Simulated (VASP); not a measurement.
VASP runs on RbBr (space group Fm-3m) share one base input (PBE0 hybrid, plane waves, VASP's PBE PAW potentials (set 64)) and change the settings named in each case.

### INCAR
```
# general
SYSTEM    =  RbBr
PREC      =  Accurate
ENCUT     =  300
LREAL     =  .FALSE.
LASPH     =  .TRUE.
ISYM      =  3

# electronic loop
EDIFF     =  1E-6
NELM      =  100
ALGO      =  Normal
LMAXMIX   =  4

# smearing
ISMEAR    =  -1
SIGMA     =  0.01

# functional
GGA       =  PE
LHFCALC   =  .TRUE.
AEXX      =  0.25
HFRCUT    =  -1
PRECFOCK  =  Fast

# ions
ISIF      =  2

# output
LWAVE     =  .FALSE.
LCHARG    =  .FALSE.
```

### POSCAR
```
RbBr
4.8962490
  0.0000000000   0.7071068077   0.7071068077
  0.7071068077   0.0000000000   0.7071068077
  0.7071068077   0.7071068077   0.0000000000
Rb Br
1 1
Cart
  0.0000000000   0.0000000000   0.0000000000
  0.7071068077   0.7071068077   0.7071068077
```

### KPOINTS
```
Regular mesh
0
Gamma
7 7 7
```

POTCAR, in this order: Rb_sv Br (PBE.64 set). Program: vasp_std.

```csv
change,E(σ→0) (eV/atom),pressure (GPa)
base run,-3.7877,0.26
"AEXX removed, HFRCUT removed, ISYM removed, LHFCALC removed, PRECFOCK removed",-3.0549,(withheld)
"HFRCUT removed, HFSCREEN = 0.2",-3.5454,(withheld)
KPOINTS 5×5×5 Γ-centred mesh,-3.7877,0.26
KPOINTS 6×6×6 Γ-centred mesh,-3.7877,0.26
KPOINTS 8×8×8 Γ-centred mesh,-3.7877,0.26
ENCUT = 270,-3.7889,0.22
ENCUT = 210,-3.7940,-0.29
KPOINTS 6×6×6 Γ-centred mesh,-3.7877,0.26
```

What belongs in the gaps?

- AEXX removed, HFRCUT removed, ISYM removed, LHFCALC removed, PRECFOCK removed, pressure (GPa): 0.51
- HFRCUT removed, HFSCREEN = 0.2, pressure (GPa): 0.28

Energies of different potentials or functionals have different zeros.

Left out are runs that ran out of time, are held back, or changed the cell or the kind of run, fixed moments of cells without a moment, rows past the twelfth, gaps on odd meshes, pressures of charged cells and columns that move by less than the noise.

The structure comes from a computed database's RbBr entry; how it stands against other phases isn't given here. The cell was not relaxed at this level, its lattice was scaled by up to 2.5 %.
